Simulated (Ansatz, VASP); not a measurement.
**PtS2: VASP beside Ansatz**

Wanted: the spread between two codes on one cell, functional and k mesh. The cell is taken from a series of VASP runs on this material, whose earlier steps may have relaxed, scaled or displaced it; both programs get it as it stands. Valence electrons are named where the data sets of a main pair hold unlike numbers.

Calculated with Ansatz 0.2.0; plane waves, with VASP 6.6.1 beside it; zone-centre phonons at PBEsol and relaxation of cell and atoms at r2SCAN.

### Step 1. Set-up

The structure is trigonal, space group P-3m1 (No. 164). The conventional cell has a = 3.568 Å, b = 3.568 Å, c = 4.655 Å, α = 90.00°, β = 90.00°, γ = 120.00°. Nearest to Pt lie 6 S at 2.38 Å. Nearest to S lie 3 Pt at 2.38 Å. Farther neighbours and most contacts between anions are not listed.

Structure file:

```
Pt S
1.0
     3.56822    0.00000    0.00000
    -1.78411    3.09017    0.00000
     0.00000    0.00000    4.65487
Pt S
1 2
Direct
  0.00000 0.00000 0.00000
  0.66667 0.33333 0.74356
  0.33333 0.66667 0.25644
```

### Step 2. VASP: zone-centre phonons, PBEsol

Second derivatives magnify differences that forces hide, and they need a tight electronic threshold.

Lines of VASP's logs that name or quote its potential files are left out, and so is its time.

Input file INCAR:

```
SYSTEM = PtS2
PREC = Accurate
ENCUT = 500
EDIFF = 1E-08
NELM = 100
ISMEAR = 0
SIGMA = 0.03
LREAL = .FALSE.
ALGO = Normal
GGA = PS
NBANDS = 17
LASPH = .TRUE.
LORBIT = 11
LWAVE = .FALSE.
LCHARG = .FALSE.
KPAR = 4
IBRION = 8
LEPSILON = .TRUE.
LPEAD = .TRUE.
ISIF = 2
```

Input file POSCAR:

```
PtS2
1.0
    3.5682178467      0.0000000000      0.0000000000
   -1.7841089234      3.0901673015      0.0000000000
    0.0000000000      0.0000000000      4.6548663773
Pt S
1 2
Direct
    0.0000000000      0.0000000000      0.0000000000
    0.6666666667      0.3333333333      0.7435627170
    0.3333333333      0.6666666667      0.2564372830
```

Input file KPOINTS:

```
Automatic mesh
0
Gamma
14 14 10
0 0 0
```

The projector-augmented-wave data sets are Pt and S (PBE family, release 64).

On the command line:

```bash
mpirun -np 4 vasp_std
```

Numbers of over 12 decimals in the logs are rounded to 6 here.

The log of the run:

```text
[banner, memory and clock lines left out]
running    4 mpi-ranks, on    1 nodes
 distrk:  each k-point on    1 cores,    4 groups
 distr:  one band on    1 cores,    1 groups

 POSCAR found type information on POSCAR PtS
 POSCAR found :  2 types and       3 ions
|                                                                             |
|               ----> ADVICE to this user running VASP <----                  |
|                                                                             |
|     You enforced a specific xc type in the INCAR file but a different       |
|     [... a line on the potential file left out ...]
|     I HOPE YOU KNOW WHAT YOU ARE DOING!                                     |
|                                                                             |

 LDA part: xc-table for (Slater+PW92), standard interpolation
 POSCAR, INCAR and KPOINTS ok, starting setup
 FFT: planning ... GRIDC
 FFT: planning ... GRID_SOFT
 FFT: planning ... GRID
 WAVECAR not read
 entering main loop
       N       E                     dE             d eps       ncg     rms          rms(c)
DAV:   1     0.107025445487E+03    0.10703E+03   -0.10358E+04  7176   0.113E+03
DAV:   2    -0.135493180408E+02   -0.12057E+03   -0.11704E+03  8867   0.225E+02
DAV:   3    -0.182687006367E+02   -0.47194E+01   -0.46863E+01  8857   0.464E+01
DAV:   4    -0.183134881003E+02   -0.44787E-01   -0.44765E-01  9456   0.502E+00
DAV:   5    -0.183141245207E+02   -0.63642E-03   -0.63636E-03  9320   0.574E-01    0.188E+01
DAV:   6    -0.172662287909E+02    0.10479E+01   -0.68502E+00  7192   0.251E+01    0.125E+01
DAV:   7    -0.170244558692E+02    0.24177E+00   -0.12423E+00  7191   0.115E+01    0.575E+00
DAV:   8    -0.169978914199E+02    0.26564E-01   -0.73953E-02  8081   0.199E+00    0.128E+00
DAV:   9    -0.169941244183E+02    0.37670E-02   -0.91034E-03  8707   0.961E-01    0.247E-01
DAV:  10    -0.169941716048E+02   -0.47187E-04   -0.13641E-03  8417   0.246E-01    0.857E-02
DAV:  11    -0.169941871777E+02   -0.15573E-04   -0.41977E-05  9614   0.576E-02    0.442E-02
DAV:  12    -0.169941869009E+02    0.27679E-06   -0.60611E-06  8490   0.242E-02    0.934E-03
DAV:  13    -0.169941872899E+02   -0.38893E-06   -0.75686E-07  9086   0.646E-03    0.344E-03
DAV:  14    -0.169941873319E+02   -0.42034E-07   -0.56404E-08  9313   0.171E-03    0.137E-03
DAV:  15    -0.169941873244E+02    0.74710E-08   -0.12218E-08  6127   0.731E-04
   1 F= -.16994187E+02 E0= -.16994171E+02  d E =-.330677E-04
 Linear response reoptimize wavefunctions to high precision
DAV:   1    -0.169941873247E+02   -0.25420E-09   -0.15167E-09  6871   0.329E-04
DAV:   2    -0.169941873247E+02   -0.72760E-11   -0.13228E-10  3948   0.866E-05
 Linear response to external field (no local field effect), progress :
  Direction:   1
       N       E                     dE             d eps       ncg     rms          rms(c)
 change of polarisation eV/A/(eV/A) component  1 :     0.000     0.000     0.000
 dielectric tensor                  component  1 :     1.000     0.000     0.000
 Linear response to external field (no local field effect), progress :
  Direction:   2
       N       E                     dE             d eps       ncg     rms          rms(c)
 change of polarisation eV/A/(eV/A) component  2 :     0.000     0.000     0.000
 dielectric tensor                  component  2 :     0.000     1.000     0.000
 Linear response to external field (no local field effect), progress :
  Direction:   3
       N       E                     dE             d eps       ncg     rms          rms(c)
 change of polarisation eV/A/(eV/A) component  3 :     0.000     0.000     0.000
 dielectric tensor                  component  3 :     0.000     0.000     1.000
 Linear response to external field, progress :
  Direction:   1
       N       E                     dE             d eps       ncg     rms          rms(c)
 change of polarisation eV/A/(eV/A) component  1 :     0.000     0.000     0.000
 dielectric tensor                  component  1 :     1.000     0.000     0.000
 Linear response to external field, progress :
  Direction:   2
       N       E                     dE             d eps       ncg     rms          rms(c)
 change of polarisation eV/A/(eV/A) component  2 :     0.000     0.000     0.000
 dielectric tensor                  component  2 :     0.000     1.000     0.000
 Linear response to external field, progress :
  Direction:   3
       N       E                     dE             d eps       ncg     rms          rms(c)
 change of polarisation eV/A/(eV/A) component  3 :     0.000     0.000     0.000
 dielectric tensor                  component  3 :     0.000     0.000     1.000
 Linear response DOF=           4
 Linear response progress:
  Degree of freedom:   1/  4
       N       E                     dE             d eps       ncg     rms          rms(c)
RMM:   1    -0.254107500960E+00   -0.25411E+00   -0.25644E-01 31440   0.336E+00
RMM:   2    -0.244554500868E+00    0.95530E-02   -0.81059E-03 27355   0.557E-01    0.235E-01
RMM:   3    -0.244219880542E+00    0.33462E-03   -0.55953E-04 30200   0.143E-01    0.143E-01
RMM:   4    -0.244704705106E+00   -0.48482E-03   -0.73476E-04 31211   0.147E-01    0.283E-02
RMM:   5    -0.244770239295E+00   -0.65534E-04   -0.54616E-05 30543   0.462E-02    0.112E-02
RMM:   6    -0.244822461126E+00   -0.52222E-04   -0.11161E-06 32078   0.786E-03    0.144E-03
RMM:   7    -0.244801676530E+00    0.20785E-04   -0.41446E-07 32424   0.289E-03    0.106E-03
RMM:   8    -0.244796086031E+00    0.55905E-05   -0.45107E-07 31715   0.162E-03    0.300E-04
RMM:   9    -0.244791224103E+00    0.48619E-05   -0.91549E-08 32684   0.705E-04    0.114E-04
RMM:  10    -0.244791698006E+00   -0.47390E-06   -0.76309E-08 32593   0.230E-04    0.522E-05
RMM:  11    -0.244792213181E+00   -0.51518E-06   -0.44154E-08 33546   0.929E-05    0.329E-05
RMM:  12    -0.244792289561E+00   -0.76380E-07    0.79868E-10 32592   0.108E-04    0.281E-06
RMM:  13    -0.244792315865E+00   -0.26304E-07   -0.13802E-08 36136   0.681E-05    0.193E-06
RMM:  14    -0.244792309778E+00    0.60865E-08    0.24104E-08 31734   0.560E-05    0.950E-07
 first order change of Fermi-energy  -0.10500E-04
 force on displaced ion       1 direction 1 : -16.925   0.000   0.000
 Born effective charge ion    1 direction 1 :   7.003   0.000   0.000
 Linear response progress:
  Degree of freedom:   2/  4
       N       E                     dE             d eps       ncg     rms          rms(c)
RMM:   1    -0.272437113210E+00   -0.27244E+00   -0.27170E-01 12464   0.339E+00
RMM:   2    -0.261066447120E+00    0.11371E-01   -0.88207E-03 10751   0.603E-01    0.264E-01
RMM:   3    -0.260490712113E+00    0.57574E-03   -0.10681E-03 11772   0.182E-01    0.146E-01
RMM:   4    -0.260738318949E+00   -0.24761E-03   -0.64693E-04 12014   0.133E-01    0.511E-02
RMM:   5    -0.260906660404E+00   -0.16834E-03   -0.17704E-05 12322   0.273E-02    0.226E-02
RMM:   6    -0.260982111423E+00   -0.75451E-04   -0.10107E-05 11463   0.174E-02    0.276E-03
RMM:   7    -0.260964569109E+00    0.17542E-04   -0.23064E-07 12353   0.326E-03    0.189E-03
RMM:   8    -0.260943003363E+00    0.21566E-04   -0.53695E-08 12446   0.111E-03    0.317E-04
RMM:   9    -0.260944138167E+00   -0.11348E-05   -0.94172E-09 12643   0.291E-04    0.110E-04
RMM:  10    -0.260943996751E+00    0.14142E-06   -0.29343E-08 12924   0.126E-04    0.404E-05
RMM:  11    -0.260943580858E+00    0.41589E-06   -0.92746E-08 12741   0.100E-04    0.656E-06
RMM:  12    -0.260943652649E+00   -0.71791E-07   -0.18181E-08 13481   0.711E-05    0.278E-06
RMM:  13    -0.260943671273E+00   -0.18624E-07   -0.17922E-08 12837   0.675E-05    0.134E-06
RMM:  14    -0.260943675755E+00   -0.44818E-08   -0.13598E-08 10805   0.649E-05    0.408E-07
 first order change of Fermi-energy  -0.53127E-03
 force on displaced ion       1 direction 3 :  -0.000  -0.000 -18.608
 Born effective charge ion    1 direction 3 :   0.000   0.000   7.003
 Linear response progress:
  Degree of freedom:   3/  4
       N       E                     dE             d eps       ncg     rms          rms(c)
RMM:   1    -0.100944705489E+00   -0.10094E+00    0.17508E-02 81090   0.206E+00
RMM:   2    -0.984841634529E-01    0.24605E-02   -0.20822E-03 52455   0.303E-01    0.155E-01
RMM:   3    -0.985026325220E-01   -0.18469E-04   -0.55899E-05 56229   0.515E-02    0.856E-02
RMM:   4    -0.986332297722E-01   -0.13060E-03   -0.29638E-05 57400   0.342E-02    0.892E-03
RMM:   5    -0.986147725637E-01    0.18457E-04   -0.88726E-07 58673   0.632E-03    0.293E-03
RMM:   6    -0.986041692851E-01    0.10603E-04   -0.11883E-07 59074   0.205E-03    0.919E-04
RMM:   7    -0.986076416064E-01   -0.34723E-05    0.62290E-08 59549   0.818E-04    0.125E-04
RMM:   8    -0.986068759874E-01    0.76562E-06    0.35651E-07 59984   0.210E-04    0.611E-05
RMM:   9    -0.986066591137E-01    0.21687E-06   -0.13613E-07 60608   0.103E-04    0.150E-05
RMM:  10    -0.986067013486E-01   -0.42235E-07   -0.12831E-07 62077   0.763E-05    0.413E-06
RMM:  11    -0.986067287416E-01   -0.27393E-07   -0.32715E-08 62224   0.655E-05    0.239E-06
RMM:  12    -0.986067402037E-01   -0.11462E-07   -0.17416E-08 59810   0.637E-05    0.668E-07
RMM:  13    -0.986067375456E-01    0.26582E-08   -0.22027E-08 46492   0.615E-05    0.312E-07
 first order change of Fermi-energy  -0.14103E-05
 force on displaced ion       2 direction 1 :  -9.500   0.001  -0.000
 Born effective charge ion    2 direction 1 :   6.833   0.000   0.000
 Linear response progress:
  Degree of freedom:   4/  4
       N       E                     dE             d eps       ncg     rms          rms(c)
RMM:   1    -0.118095521140E+00   -0.11810E+00    0.12895E-03 16702   0.201E+00
RMM:   2    -0.114337945810E+00    0.37576E-02   -0.23214E-03 11032   0.312E-01    0.222E-01
RMM:   3    -0.114109593259E+00    0.22835E-03   -0.24809E-04 11925   0.849E-02    0.139E-01
RMM:   4    -0.114030980713E+00    0.78613E-04   -0.67346E-05 11973   0.530E-02    0.616E-02
RMM:   5    -0.114045472916E+00   -0.14492E-04   -0.21882E-05 11983   0.261E-02    0.111E-02
RMM:   6    -0.114063008644E+00   -0.17536E-04   -0.81368E-07 12257   0.481E-03    0.335E-03
RMM:   7    -0.114067907976E+00   -0.48993E-05   -0.12440E-07 12153   0.195E-03    0.920E-04
RMM:   8    -0.114066780586E+00    0.11274E-05   -0.19564E-08 12535   0.524E-04    0.372E-04
RMM:   9    -0.114065572601E+00    0.12080E-05   -0.10701E-08 12394   0.290E-04    0.944E-05
RMM:  10    -0.114065704014E+00   -0.13141E-06   -0.51884E-08 12953   0.116E-04    0.223E-05
RMM:  11    -0.114065799681E+00   -0.95667E-07    0.17924E-09 12662   0.920E-05    0.576E-06
RMM:  12    -0.114065772397E+00    0.27283E-07    0.58036E-08 13442   0.760E-05    0.251E-06
RMM:  13    -0.114065777515E+00   -0.51177E-08   -0.91327E-09 12225   0.730E-05    0.635E-07
 first order change of Fermi-energy   0.12438E+01
 force on displaced ion       2 direction 3 :  -0.000  -0.000 -11.094
 Born effective charge ion    2 direction 3 :   0.000   0.000   6.833
 Born effective charges drift removed
 Linear response finished
```

(Part 1 of 3 ends here.)

[Lines on the potential files, build, host, timing and source positions are cut from VASP's logs without a mark.]

[Logs are printed without paths, hosts, clocks, repeated set-up lines and the standing remarks that a program may print on its own settings, such as how far it seeks lower states.]

[Hosts, paths, dates, database ids (printed as entryN), source tags and the programs' standing remarks are cut or masked in the printed files.]
